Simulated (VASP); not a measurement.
```yaml
crystal:
  lattice:
    - [1.71081, 0.00000, 0.00000]
    - [-0.85541, 1.48161, 0.00000]
    - [0.00000, 0.00000, 6.92983]
  atoms:
    - { symbol: B, position: [0.33333, 0.66667, 0.25000] }
    - { symbol: B, position: [0.66667, 0.33333, 0.75000] }
```

Level of theory: PBEsol GGA, VASP's PBE PAW potentials (set 64) (plane waves; VASP 6.6.1). Run with 520 eV cut-off, 27×27×6 Γ-centred mesh, tetrahedra with Blöchl corrections, potentials B.

**Question.** What does the run give for the energy per atom (σ→0), band gap (on the k-mesh) with the smallest direct gap where there is one?

**Answer.** 
```yaml
band gap (on the k-mesh): none (metal, semimetal or under 0.01 eV)
energy per atom (σ→0): -6.308 eV/atom
```

Only differences to runs with the same potentials and settings are physical.

The structure was generated: B was put into the hcp type (P6_3/mmc), which need not be its known phase. It was relaxed first, which changed the volume by +49 %.
